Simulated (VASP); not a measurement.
Here is a VASP 6.6.1 calculation.

INCAR

```
PREC = Accurate
ENCUT = 600
EDIFF = 1E-7
ISMEAR = -1
SIGMA = 0.05
LREAL = F
LASPH = T
NELM = 120
ALGO = Normal
ISIF = 3
LWAVE = F
LCHARG = F
ISPIN = 2
MAGMOM = 0 0 3 3 0 0 0 0 0
LORBIT = 11
LMAXMIX = 4
GGA = PE
IBRION = 2
NSW = 40
EDIFFG = -0.02
KPAR = 4
```

KPOINTS

```
Automatic mesh
0
Gamma
  5 5 5
```

POSCAR

```
CsLiCr2Te2S3
1.0
    3.3192900000      1.9163900000      6.8798200000
   -3.3192900000      1.9163900000      6.8798200000
    0.0000000000     -3.8327900000      6.8798200000
Cs Li Cr Te S
1 1 2 2 3
Direct
    0.0000000000      0.0000000000      0.0000000000
    0.5000000000      0.5000000000      0.5000000000
    0.7984800000      0.7984800000      0.7984800000
    0.2015200000      0.2015200000      0.2015200000
    0.6799000000      0.6799000000      0.6799000000
    0.3201000000      0.3201000000      0.3201000000
    0.1362600000      0.8637400000      0.5000000000
    0.5000000000      0.1362600000      0.8637400000
    0.8637400000      0.5000000000      0.1362600000
```

Potentials or basis: VASP PAW PBE potentials, release 64 (Cs_sv, Li_sv, Cr_pv, Te, S).

Command:

```console
$ cat potpaw_PBE.64/Cs_sv/POTCAR potpaw_PBE.64/Li_sv/POTCAR potpaw_PBE.64/Cr_pv/POTCAR potpaw_PBE.64/Te/POTCAR potpaw_PBE.64/S/POTCAR > POTCAR
$ mpirun -np 4 vasp_std > vasp.out
```

Task: What does it give for the band gap on the k mesh?

Result: None (metal or under the smearing width).

Task: Predict the site moments.

Result: Cs -0.01; Li +0.00; Cr +2.32; Te -0.23; S -0.08 μB.

Final structure:
```
CELL_PARAMETERS angstrom
3.31929 1.91639 6.87982
-3.31929 1.91639 6.87982
0.00000 -3.83279 6.87982
ATOMIC_POSITIONS crystal
Cs 0.00000 0.00000 0.00000
Li 0.50000 0.50000 0.50000
Cr 0.79848 0.79848 0.79848
Cr 0.20152 0.20152 0.20152
Te 0.67990 0.67990 0.67990
Te 0.32010 0.32010 0.32010
S 0.13626 0.86374 0.50000
S 0.50000 0.13626 0.86374
S 0.86374 0.50000 0.13626
```

Caveat: the relaxation stopped at its first step, so nothing moved. The run has no spin-orbit coupling, so splittings on Cs, Te are missing.
